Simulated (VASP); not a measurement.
OSZICAR of a VASP run on Pm:

OSZICAR:
```
       N       E                     dE             d eps       ncg     rms          rms(c)
DAV:   1     0.115639235287E+04    0.11564E+04   -0.26240E+04  2168   0.924E+02
DAV:   2     0.321002033181E+03   -0.83539E+03   -0.80449E+03  2570   0.315E+02
DAV:   3     0.421389889483E+01   -0.31679E+03   -0.30418E+03  2720   0.182E+02
DAV:   4    -0.355055064379E+02   -0.39719E+02   -0.38110E+02  3812   0.791E+01
DAV:   5    -0.405047419938E+02   -0.49992E+01   -0.48831E+01  3872   0.311E+01    0.761E+01
DAV:   6    -0.413009934905E+03   -0.37251E+03   -0.20759E+03  3088   0.282E+02    0.212E+02
DAV:   7    -0.825600707400E+02    0.33045E+03   -0.90985E+02  2672   0.192E+02    0.137E+02
DAV:   8    -0.114122657169E+03   -0.31563E+02   -0.18684E+03  3760   0.129E+02    0.966E+01
DAV:   9    -0.127600539530E+03   -0.13478E+02   -0.14070E+03  3198   0.153E+02    0.135E+02
DAV:  10    -0.717615441668E+02    0.55839E+02   -0.41160E+02  3024   0.128E+02    0.972E+01
DAV:  11    -0.516195700040E+02    0.20142E+02   -0.22975E+02  3536   0.750E+01    0.826E+01
DAV:  12    -0.451208085327E+02    0.64988E+01   -0.30878E+01  4056   0.201E+01    0.704E+01
DAV:  13    -0.704037492149E+02   -0.25283E+02   -0.10596E+02  3672   0.461E+01    0.113E+02
DAV:  14    -0.539742407562E+02    0.16430E+02   -0.18291E+02  3680   0.562E+01    0.669E+01
DAV:  15    -0.589810459686E+02   -0.50068E+01   -0.72008E+01  3928   0.420E+01    0.858E+01
DAV:  16    -0.546163344086E+02    0.43647E+01   -0.32149E+01  3656   0.330E+01    0.731E+01
DAV:  17    -0.495202664695E+02    0.50961E+01   -0.77468E+01  3840   0.336E+01    0.807E+01
DAV:  18    -0.418160909829E+02    0.77042E+01   -0.41512E+01  3752   0.213E+01    0.658E+01
DAV:  19    -0.435043934643E+02   -0.16883E+01   -0.14652E+01  3584   0.139E+01    0.691E+01
DAV:  20    -0.407726252422E+02    0.27318E+01   -0.88863E+00  4016   0.102E+01    0.629E+01
DAV:  21    -0.448604375773E+02   -0.40878E+01   -0.10519E+01  3472   0.940E+00    0.759E+01
DAV:  22    -0.396607763275E+02    0.51997E+01   -0.95824E+00  3704   0.145E+01    0.525E+01
DAV:  23    -0.399099456250E+02   -0.24917E+00   -0.12610E+01  3696   0.144E+01    0.665E+01
DAV:  24    -0.403225734729E+02   -0.41263E+00   -0.42359E+00  3840   0.581E+00    0.658E+01
DAV:  25    -0.411688293291E+02   -0.84626E+00   -0.13051E+01  3336   0.105E+01    0.577E+01
DAV:  26    -0.389283265446E+02    0.22405E+01   -0.12531E+01  3896   0.119E+01    0.207E+01
DAV:  27    -0.397937032575E+02   -0.86538E+00   -0.58313E+00  4008   0.620E+00    0.229E+01
DAV:  28    -0.402156456071E+02   -0.42194E+00   -0.38962E+00  3664   0.596E+00    0.285E+01
DAV:  29    -0.402314475445E+02   -0.15802E-01   -0.26826E+00  3730   0.564E+00    0.238E+01
DAV:  30    -0.403381843508E+02   -0.10674E+00   -0.64282E-01  3640   0.211E+00    0.241E+01
DAV:  31    -0.403710181159E+02   -0.32834E-01   -0.39947E-01  3776   0.203E+00    0.243E+01
DAV:  32    -0.402900265458E+02    0.80992E-01   -0.30144E-01  3920   0.166E+00    0.244E+01
DAV:  33    -0.403504936226E+02   -0.60467E-01   -0.13068E-01  3720   0.973E-01    0.252E+01
DAV:  34    -0.403110944061E+02    0.39399E-01   -0.12758E-01  3544   0.123E+00    0.255E+01
DAV:  35    -0.403328805531E+02   -0.21786E-01   -0.50420E-02  3856   0.486E-01    0.256E+01
DAV:  36    -0.403407130049E+02   -0.78325E-02   -0.30401E-02  3696   0.225E-01    0.257E+01
DAV:  37    -0.403439898766E+02   -0.32769E-02   -0.22350E-02  3064   0.147E-01    0.257E+01
DAV:  38    -0.402947863408E+02    0.49204E-01   -0.10899E-01  3568   0.122E+00    0.269E+01
DAV:  39    -0.402432837998E+02    0.51503E-01   -0.14937E-01  3824   0.129E+00    0.269E+01
DAV:  40    -0.402660227165E+02   -0.22739E-01   -0.43611E-02  3584   0.528E-01    0.270E+01
DAV:  41    -0.402038679391E+02    0.62155E-01   -0.12972E-01  3464   0.127E+00    0.261E+01
DAV:  42    -0.402241555499E+02   -0.20288E-01   -0.13406E-01  3840   0.128E+00    0.276E+01
DAV:  43    -0.402465781712E+02   -0.22423E-01   -0.54907E-02  3592   0.635E-01    0.272E+01
DAV:  44    -0.402614515642E+02   -0.14873E-01   -0.74372E-02  3584   0.703E-01    0.277E+01
DAV:  45    -0.402334734191E+02    0.27978E-01   -0.49106E-02  3528   0.785E-01    0.275E+01
DAV:  46    -0.402188898258E+02    0.14584E-01   -0.38042E-02  3736   0.548E-01    0.276E+01
DAV:  47    -0.402204026459E+02   -0.15128E-02   -0.48939E-02  3816   0.618E-01    0.280E+01
DAV:  48    -0.402253721900E+02   -0.49695E-02   -0.28278E-02  3416   0.565E-01    0.284E+01
DAV:  49    -0.402151646896E+02    0.10208E-01   -0.69181E-02  3384   0.786E-01    0.278E+01
DAV:  50    -0.402633952820E+02   -0.48231E-01   -0.10169E-01  3696   0.852E-01    0.277E+01
DAV:  51    -0.445639685502E+02   -0.43006E+01   -0.32213E+01  3704   0.230E+01    0.789E+01
DAV:  52    -0.462800358409E+02   -0.17161E+01   -0.13531E+01  4064   0.159E+01    0.774E+01
DAV:  53    -0.465662421878E+02   -0.28621E+00   -0.40757E+00  3848   0.786E+00    0.741E+01
DAV:  54    -0.454699035097E+02    0.10963E+01   -0.29142E+00  3616   0.685E+00    0.705E+01
DAV:  55    -0.451197554310E+02    0.35015E+00   -0.12719E+00  3960   0.471E+00    0.683E+01
DAV:  56    -0.429668445452E+02    0.21529E+01   -0.36823E+00  3584   0.101E+01    0.629E+01
DAV:  57    -0.422394108618E+02    0.72743E+00   -0.18564E+00  3720   0.786E+00    0.600E+01
DAV:  58    -0.420160729216E+02    0.22334E+00   -0.92750E-01  3928   0.497E+00    0.587E+01
DAV:  59    -0.414457564630E+02    0.57032E+00   -0.79622E-01  3456   0.520E+00    0.595E+01
DAV:  60    -0.400610107501E+02    0.13847E+01   -0.76305E-01  3560   0.414E+00    0.588E+01
DAV:  61    -0.398707341904E+02    0.19028E+00   -0.15507E+01  3696   0.232E+01    0.454E+01
DAV:  62    -0.387392881437E+02    0.11314E+01   -0.70492E+00  3976   0.124E+01    0.455E+01
DAV:  63    -0.385732461107E+02    0.16604E+00   -0.79220E-01  3800   0.411E+00    0.448E+01
DAV:  64    -0.372464265923E+02    0.13268E+01   -0.74180E-01  3912   0.584E+00    0.454E+01
DAV:  65    -0.351148083973E+02    0.21316E+01   -0.86509E-01  3680   0.548E+00    0.451E+01
DAV:  66    -0.386057299639E+02   -0.34909E+01   -0.69054E+00  3568   0.161E+01    0.412E+01
DAV:  67    -0.388013322468E+02   -0.19560E+00   -0.18266E+00  3904   0.604E+00    0.381E+01
DAV:  68    -0.385854369919E+02    0.21590E+00   -0.12417E+00  3792   0.407E+00    0.375E+01
DAV:  69    -0.379527518644E+02    0.63269E+00   -0.16889E+00  3432   0.579E+00    0.423E+01
DAV:  70    -0.377678582508E+02    0.18489E+00   -0.23024E-01  3776   0.211E+00    0.428E+01
DAV:  71    -0.353233811875E+02    0.24445E+01   -0.84099E+00  3784   0.176E+01    0.426E+01
DAV:  72    -0.353188341138E+02    0.45471E-02   -0.14243E+00  4000   0.729E+00    0.405E+01
DAV:  73    -0.341988946428E+02    0.11199E+01   -0.11198E+00  3712   0.573E+00    0.363E+01
DAV:  74    -0.334464154599E+02    0.75248E+00   -0.51862E-01  3896   0.471E+00    0.354E+01
DAV:  75    -0.324301419467E+02    0.10163E+01   -0.23045E-01  3872   0.283E+00    0.344E+01
DAV:  76    -0.312482113842E+02    0.11819E+01   -0.13849E+00  3800   0.764E+00    0.333E+01
DAV:  77    -0.288911653614E+02    0.23570E+01   -0.94528E-01  3976   0.628E+00    0.317E+01
DAV:  78    -0.272430304940E+02    0.16481E+01   -0.60438E-01  3848   0.457E+00    0.299E+01
DAV:  79    -0.273532500504E+02   -0.11022E+00   -0.11175E+00  3760   0.609E+00    0.258E+01
DAV:  80    -0.262565185822E+02    0.10967E+01   -0.49879E-01  3728   0.385E+00    0.266E+01
DAV:  81    -0.276850416209E+02   -0.14285E+01   -0.40458E+00  3824   0.962E+00    0.342E+01
DAV:  82    -0.254858971912E+02    0.21991E+01   -0.88553E-01  3888   0.601E+00    0.347E+01
DAV:  83    -0.228072074013E+02    0.26787E+01   -0.42968E-01  3864   0.394E+00    0.340E+01
DAV:  84    -0.199161001654E+02    0.28911E+01   -0.44278E-01  3688   0.329E+00    0.324E+01
DAV:  85    -0.198418985954E+02    0.74202E-01   -0.51755E-02  3664   0.111E+00    0.323E+01
DAV:  86    -0.363644299046E+02   -0.16523E+02   -0.20456E+01  3640   0.242E+01    0.260E+01
DAV:  87    -0.365606177179E+02   -0.19619E+00   -0.60973E+00  3904   0.112E+01    0.266E+01
DAV:  88    -0.357046348621E+02    0.85598E+00   -0.25883E+00  3888   0.803E+00    0.224E+01
DAV:  89    -0.336257933181E+02    0.20788E+01   -0.13384E+00  3800   0.562E+00    0.227E+01
DAV:  90    -0.330674494235E+02    0.55834E+00   -0.57642E-01  3904   0.363E+00    0.238E+01
DAV:  91    -0.395514789009E+02   -0.64840E+01   -0.11142E+01  3600   0.167E+01    0.284E+01
DAV:  92    -0.399334408723E+02   -0.38196E+00   -0.32377E+00  3904   0.109E+01    0.210E+01
DAV:  93    -0.398086607428E+02    0.12478E+00   -0.16039E+00  3896   0.682E+00    0.141E+01
DAV:  94    -0.399108361247E+02   -0.10218E+00   -0.73802E-01  3918   0.491E+00    0.127E+01
DAV:  95    -0.399144806131E+02   -0.36445E-02   -0.12187E+00  3968   0.464E+00    0.144E+01
DAV:  96    -0.401094465593E+02   -0.19497E+00   -0.13425E+00  3784   0.700E+00    0.133E+01
DAV:  97    -0.402107182138E+02   -0.10127E+00   -0.87604E-01  4016   0.453E+00    0.142E+01
DAV:  98    -0.402349564196E+02   -0.24238E-01   -0.54750E-01  3824   0.308E+00    0.140E+01
DAV:  99    -0.402568829694E+02   -0.21927E-01   -0.22300E-01  3968   0.157E+00    0.140E+01
DAV: 100    -0.402224883824E+02    0.34395E-01   -0.88649E-02  3720   0.126E+00
   1 F= -.40222488E+02 E0= -.39883402E+02  d E =-.678173E+00  mag=    23.6057
```

Question: Which electronic solver shows in the log?

Answer: It is blocked Davidson (ALGO = Normal, or the opening steps of other solvers). The INCAR had ALGO = Normal.

Question: How was spin treated?

Answer: Collinear spin (ISPIN = 2): the summary line carries one mag value, 23.61 μB in the cell.

Question: Can the final energy be trusted as converged?

Answer: The run did not converge; its last values are not results. It stopped with EDIFF = 1E-05, NELM = 100 (PBE GGA, plane waves, VASP's PBE PAW potentials (set 64)).  The cell holds a wide vacuum, so values per volume refer to the whole cell.

The cell is a sheet with vacuum, built from a generated structure. VASP warned that the highest band is occupied, so more bands are needed.
